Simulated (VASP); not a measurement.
Consider the following.

```
CELL_PARAMETERS angstrom
      0.00000     2.65637     2.65637
      2.65637     0.00000     2.65637
      2.65637     2.65637     0.00000
ATOMIC_POSITIONS crystal
  Ag 0.00000 0.00000 0.00000
  F  0.25000 0.25000 0.25000
```

Method: PBEsol GGA, VASP's PBE PAW potentials (set 64) (plane waves; VASP 6.6.1). Settings: 520 eV cut-off, Gaussian smearing of 0.050 eV, potentials Ag F.

### Question
Give the energies of bands 2 to 10 at the high-symmetry points, in eV from the Fermi level.

### Answer

```csv
band,Γ,X,U,L,W
2,-4.53,-4.80,-4.62,-4.54,-4.51
3,-4.53,-4.04,-4.13,-4.33,-4.30
4,-4.53,-4.04,-4.13,-4.33,-4.03
5,-1.42,-1.66,-1.64,-1.43,-1.51
6,-1.42,-1.21,-1.32,-1.32,-1.45
7,-0.14,-1.17,-1.27,-1.32,-1.19
8,0.00,-0.74,-0.82,-0.37,-1.11
9,0.00,-0.74,-0.56,-0.37,-0.46
10,0.00,5.54,6.18,4.40,6.56
```

It has no gap at this level: it comes out as a metal or semimetal.

The structure was generated: AgF was put into the zinc blende type (F-43m), which need not be its known phase. It was relaxed first, which changed the volume by +48 %.
